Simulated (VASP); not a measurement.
Output of a VASP run:

### OSZICAR
```
       N       E                     dE             d eps       ncg     rms          rms(c)
DAV:   1     0.264509845113E+02    0.26451E+02   -0.86217E+03  2288   0.142E+03
DAV:   2    -0.238902107578E+02   -0.50341E+02   -0.48024E+02  2985   0.237E+02
DAV:   3    -0.255603712322E+02   -0.16702E+01   -0.16262E+01  2888   0.326E+01
DAV:   4    -0.255754439689E+02   -0.15073E-01   -0.15068E-01  2614   0.312E+00
DAV:   5    -0.255756002783E+02   -0.15631E-03   -0.15630E-03  2946   0.277E-01    0.802E+01
DAV:   6    -0.225984810188E+02    0.29771E+01   -0.17948E+01  2482   0.235E+01    0.545E+01
DAV:   7    -0.225400062647E+02    0.58475E-01   -0.43990E-01  2546   0.543E+00    0.246E+01
DAV:   8    -0.225281794194E+02    0.11827E-01   -0.18392E-02  2578   0.132E+00    0.314E+00
DAV:   9    -0.225267932016E+02    0.13862E-02   -0.94470E-03  2586   0.562E-01    0.161E+00
DAV:  10    -0.225265951108E+02    0.19809E-03   -0.84605E-04  2626   0.237E-01    0.380E-02
DAV:  11    -0.225265929946E+02    0.21162E-05   -0.33100E-05  2666   0.572E-02    0.211E-02
DAV:  12    -0.225265922167E+02    0.77787E-06   -0.17023E-06  1689   0.137E-02
   1 F= -.16618239E+02 E0= -.16618186E+02  d E =-.166182E+02
```

OUTCAR:
```
------------------------ aborting loop because EDIFF is reached ----------------------------------------
  FORCE on cell =-STRESS in cart. coord.  units (eV):
  Direction    XX          YY          ZZ          XY          YZ          ZX
  --------------------------------------------------------------------------------------
  Total        5.8976051      5.8976051      5.8976051     -0.0000000      0.0000000     -0.0000000
  in kB      449.1813797    449.1813797    449.1813797     -0.0000000      0.0000000     -0.0000000
  external PRESSURE =      -0.8186203 kB  Pullay stress =     450.0000000 kB
  volume of cell :       21.04
      direct lattice vectors                 reciprocal lattice vectors
     0.000000000  2.191012439  2.191012439    -0.228205003  0.228205003  0.228205003
     2.191012439  0.000000000  2.191012439     0.228205003 -0.228205003  0.228205003
     2.191012439  2.191012439  0.000000000     0.228205003  0.228205003 -0.228205003
 POSITION                                       TOTAL-FORCE (eV/Angst)
 -----------------------------------------------------------------------------------
      0.00000      0.00000      0.00000         0.000000      0.000000      0.000000
      2.19101      2.19101      2.19101        -0.000000      0.000000     -0.000000
 -----------------------------------------------------------------------------------
    total drift:                                0.000000      0.000000      0.000000
  FREE ENERGIE OF THE ION-ELECTRON SYSTEM (eV)
  ---------------------------------------------------
  free  energy   TOTEN  =       -22.5265922167 eV

  energy  without entropy=      -22.5264343227  energy(sigma->0) =      -22.52653959
  enthalpy is  TOTEN    =       -16.6182389163 eV   P V=        5.9083533004

 reached required accuracy - stopping structural energy minimisation
```
(Selected blocks of OUTCAR.)

File POSCAR:
```
HfC
1
    0.0000000000     2.1910124394     2.1910124394
    2.1910124394    -0.0000000000     2.1910124394
    2.1910124394     2.1910124394     0.0000000000
Hf C
1 1
Direct
  0.0000000000   1.0000000000   0.0000000000
  0.5000000000   0.5000000000   0.5000000000
```

Task: Reconstruct the remaining input files.

Result: Several could match; the one computed here: the input of the run itself, LDA (Ceperley-Alder, Perdew-Zunger), plane waves, VASP's LDA PAW potentials (set 64).

### INCAR
```
ALGO=Normal
EDIFF=1E-6
EDIFFG=-0.02
ENCUT=620
IBRION=2
ISIF=3
ISMEAR=1
LASPH=.TRUE.
LCHARG=.FALSE.
LMAXMIX=6
LREAL=.FALSE.
LWAVE=.FALSE.
NELM=100
NSW=40
PREC=Accurate
PSTRESS=450
SIGMA=0.1
SYSTEM=HfC
```

KPOINTS:
```
kpoints
0
Gamma
  14 14 14
0 0 0
```

POTCAR, in this order: Hf_pv C (LDA.64 set). Program: vasp_std.

The compound is HfC in the rock salt structure. It was relaxed first under an external pressure of 45 GPa.
